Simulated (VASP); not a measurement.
**BaCuSeO under changes of volume**

One of the cells (23.163 Å³/atom); the others are scaled copies at fixed shape and fractional positions:

```
CELL_PARAMETERS angstrom
4.33820 0.00000 0.00000
0.00000 4.33820 0.00000
0.00000 0.00000 9.84634
ATOMIC_POSITIONS crystal
Ba 0.50000 0.00000 0.35977
Ba 0.00000 0.50000 0.64023
Se 0.00000 0.50000 0.13032
Se 0.50000 0.00000 0.86968
Cu 0.00000 0.00000 0.00000
Cu 0.50000 0.50000 0.00000
O 0.00000 0.00000 0.50000
O 0.50000 0.50000 0.50000
```

The cell comes from a database or a generator and needn't be the stable form of this composition.

- Program: VASP 6.6.1
- Functional: PBE
- Potentials or basis: VASP PAW PBE potentials, release 64 (Ba_sv, Se, Cu, O)
- Cutoff: 520 eV
- k mesh: 6 × 6 × 3
- Occupations: fermi-dirac, width 0.05 eV
- Spin: no spin polarisation

| volume (Å³/atom) | energy over the lowest point (meV/atom) | pressure (GPa) | largest force (eV/Å) |
| --- | --- | --- | --- |
| 21.347 | 13.16 | 3.8 | 0.360 |
| 21.801 | 4.59 | 2.3 | 0.197 |
| 22.255 | 0.00 | 1.0 | 0.055 |
| 23.163 | ? | ? | ? |
| 23.618 | 6.10 | -2.2 | 0.467 |
| 24.072 | 13.62 | -3.1 | 0.595 |

**Question.** What does the run at 23.163 Å³/atom give?

**Answer.** Energy over the lowest point 1.12 meV/atom; pressure -1.3 GPa; largest force 0.327 eV/Å.

Worked out: A Birch-Murnaghan fit of order 3 (a polynomial in V^(-2/3)) to the other rows has its minimum at 22.62 Å³/atom with B0 = V·E''(V) = 57 GPa and B' = 4.6 at fixed shape and positions, which overstates the stiffness. It gives 1.11 meV/atom at 23.163 Å³/atom, against the run's 1.12, and -dE/dV = -1.3 GPa, against -1.3.

Energies are extrapolated to zero smearing.

Caveats: the run has no spin polarisation, though such a crystal can be magnetic.
